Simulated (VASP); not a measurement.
Consider the following.

```yaml
crystal:
  lattice:
    - [2.84638, 0.00000, 0.00000]
    - [0.00000, 2.84638, 0.00000]
    - [0.00000, 0.00000, 2.84638]
  atoms:
    - { symbol: Zn, position: [0.50000, 0.50000, 0.50000] }
    - { symbol: Cu, position: [0.00000, 0.00000, 0.00000] }
```

Computed with LDA (Ceperley-Alder, Perdew-Zunger), VASP's LDA PAW potentials (set 64) (plane waves; VASP). Numerical set-up: 500 eV cut-off, 13×13×13 Γ-centred mesh, first-order Methfessel-Paxton smearing of 0.10 eV, potentials Zn Cu.

Estimate the energy per atom (σ→0), pressure, band gap (on the k-mesh) with the smallest direct gap where there is one.

- band gap (on the k-mesh) = none (metal, semimetal or under 0.01 eV)
- energy per atom (σ→0) = -3.389 eV/atom
- pressure = 50.5 kbar

The compound is CuZn in the CsCl type structure. It was relaxed first under an external pressure of 5 GPa. The electron count is odd and the run is not spin-polarised, which forces a metal.
